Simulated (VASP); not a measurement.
```yaml
crystal:
  lattice:
    - [2.90836, 0.00000, 0.00000]
    - [0.00000, 2.90836, 0.00000]
    - [0.00000, 0.00000, 2.90836]
  atoms:
    - { symbol: Al, position: [0.50000, 0.50000, 0.50000] }
    - { symbol: Ni, position: [0.00000, 0.00000, 0.00000] }
```

Computed with rev-vdW-DF2, VASP's PBE PAW potentials (set 64) (plane waves; VASP). Numerical set-up: 520 eV cut-off, 13×13×13 Γ-centred mesh, first-order Methfessel-Paxton smearing of 0.10 eV, potentials Al Ni.

Q: Give the stress tensor in GPa (positive for a compressed cell).

A: 
```
-4.88   0.00   0.00
 0.00  -4.88   0.00
 0.00   0.00  -4.88
```
The pressure is its mean diagonal, -4.88 GPa.

The compound is NiAl in the CsCl type structure. This cell is one point of a volume scan, at 1.03 of the reference volume. The run is not spin-polarised, so no magnetic state was tried. The electron count is odd and the run is not spin-polarised, which forces a metal.
